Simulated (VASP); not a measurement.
Level of theory: PBE GGA with spin-orbit coupling, VASP's PBE PAW potentials (set 64) (plane waves; VASP).

The input files of a VASP run:

INCAR:
```
# general
SYSTEM      =  NiAl
PREC        =  Accurate
ENCUT       =  400
LREAL       =  F
LASPH       =  T

# electronic loop
EDIFF       =  1E-6
NELM        =  100
ALGO        =  Normal
LMAXMIX     =  4

# smearing
ISMEAR      =  0
SIGMA       =  0.05

# functional
GGA         =  PE
GGA_COMPAT  =  F

# spin
MAGMOM      =  0 0 0 0 0 0
LSORBIT     =  T

# output
LWAVE       =  F
LCHARG      =  F
```

POSCAR:
```
NiAl
1.0
  2.8926903487   0.0000000000   0.0000000000
  0.0000000000   2.8926903487   0.0000000000
  0.0000000000   0.0000000000   2.8926903487
Al Ni
1 1
Cart
  1.4463451743   1.4463451743   1.4463451743
  0.0000000000   0.0000000000   0.0000000000
```

KPOINTS_OPT:
```
k-points along high-symmetry lines
8
Line-mode
Reciprocal
  0.000000   0.000000   0.000000 ! GAMMA
  0.000000   0.500000   0.000000 ! X

  0.000000   0.500000   0.000000 ! X
  0.500000   0.500000   0.000000 ! M

  0.500000   0.500000   0.000000 ! M
  0.000000   0.000000   0.000000 ! GAMMA

  0.000000   0.000000   0.000000 ! GAMMA
  0.500000   0.500000   0.500000 ! R

  0.500000   0.500000   0.500000 ! R
  0.000000   0.500000   0.000000 ! X

  0.500000   0.500000   0.500000 ! R
  0.500000   0.500000   0.000000 ! M
```

File KPOINTS:
```
Automatic mesh
0
Gamma
11 11 11
0 0 0
```

POTCAR, in this order: Al Ni (PBE.64 set). Program: vasp_ncl.

Predict the energy per atom (σ→0), band gap (over mesh and band path).

```yaml
energy per atom (σ→0): -5271 meV/atom
band gap (over mesh and band path): none (metal, semimetal or under 0.01 eV)
```

### OSZICAR
```
...
DAV:   9    -0.105437116261E+02    0.14056E-01   -0.34650E-02  2724   0.428E+00    0.268E-01
DAV:  10    -0.105433500751E+02    0.36155E-03   -0.10330E-03  2792   0.492E-01    0.138E-01
DAV:  11    -0.105432504473E+02    0.99628E-04   -0.31907E-04  3272   0.376E-01    0.444E-02
DAV:  12    -0.105432468613E+02    0.35860E-05   -0.17239E-05  2968   0.612E-02    0.148E-02
DAV:  13    -0.105432457459E+02    0.11154E-05   -0.82207E-07  1432   0.229E-02    0.225E-03
DAV:  14    -0.105432454674E+02    0.27852E-06   -0.19553E-07  1188   0.629E-03
   1 F= -.10543245E+02 E0= -.10542325E+02  d E =-.184053E-02  mag=    -0.0000    -0.0000    -0.0000
       N       E                     dE             ncg
```

The compound is NiAl in the CsCl type structure. It was relaxed first.
